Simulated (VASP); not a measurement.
Input of a VASP 6.6.1 run:

INCAR

```
PREC     = Accurate       # precision mode
ENCUT    = 600            # plane-wave cutoff, eV
EDIFF    = 1E-7           # SCF threshold, eV
ISMEAR   = 0              # smearing method
SIGMA    = 0.03           # smearing width, eV
LREAL    = F              # projectors in reciprocal space
LASPH    = T              # aspherical terms in the spheres
NELM     = 80             # most SCF steps
ALGO     = Normal         # electronic algorithm
ISIF     = 3              # what is computed and relaxed
LWAVE    = F              # write WAVECAR
LCHARG   = F              # write CHGCAR
GGA      = PE             # functional
IVDW     = 12             # dispersion correction
IBRION   = 2              # ionic algorithm
NSW      = 90             # ionic steps
EDIFFG   = -0.005         # ionic threshold
LATTICE_CONSTRAINTS= .TRUE. .TRUE. .FALSE.
KPAR     = 4
```

The input KPOINTS:

```
regular mesh
0
Gamma
  15 15 1
```

The input POSCAR:

```
C                                       
1.0
    2.4655622368      0.0000000000      0.0000000000
   -1.2327811184      2.1352395319      0.0000000000
    0.0000000000      0.0000000000     25.8030730000
  C             
     6
Direct
     0.0000000000000000    0.0000000000000000    0.3696985789397609
     0.6666666699999979    0.3333333400000029    0.3696672731734637
     0.0000000000000000    0.0000000000000000    0.5000000000000000
     0.3333333300000021    0.6666666599999971    0.5000000000000000
     0.0000000000000000    0.0000000000000000    0.6303014210602391
     0.6666666699999979    0.3333333400000029    0.6303327268265363
```

Potentials or basis: VASP PAW PBE potentials, release 64 (C).

Run with:

```sh
$ cat potpaw_PBE.64/C/POTCAR > POTCAR
$ mpirun -np 4 vasp_std > vasp.out
```

Predict the dispersion energy per atom.

-0.130 eV.

Predict the band gap on the k mesh.

0.00 eV, direct.

The path:
```
step  energy change (eV)  largest force (eV/Å)  pressure (GPa)  volume (Å³)
   1              0.0000                0.0096           -0.03       135.84
   2              0.0000                0.0074           -0.01       135.83
   3              0.0000                0.0069           -0.01       135.83
   4              0.0000                0.0081           -0.03       135.85
   5              0.0000                0.0100           -0.06       135.87
   6              0.0000                0.0102           -0.06       135.87
   7              0.0000                0.0101           -0.06       135.87
   8              0.0000                0.0099           -0.06       135.87
   9              0.0000                0.0095           -0.06       135.87
  10             -0.0001                0.0088           -0.06       135.87
  11             -0.0001                0.0077           -0.07       135.87
  12             -0.0002                0.0052           -0.08       135.88
  13             -0.0002                0.0003           -0.10       135.89
  14              0.0002                0.0017            0.28       135.58
  15             -0.0002                0.0002           -0.04       135.84
```
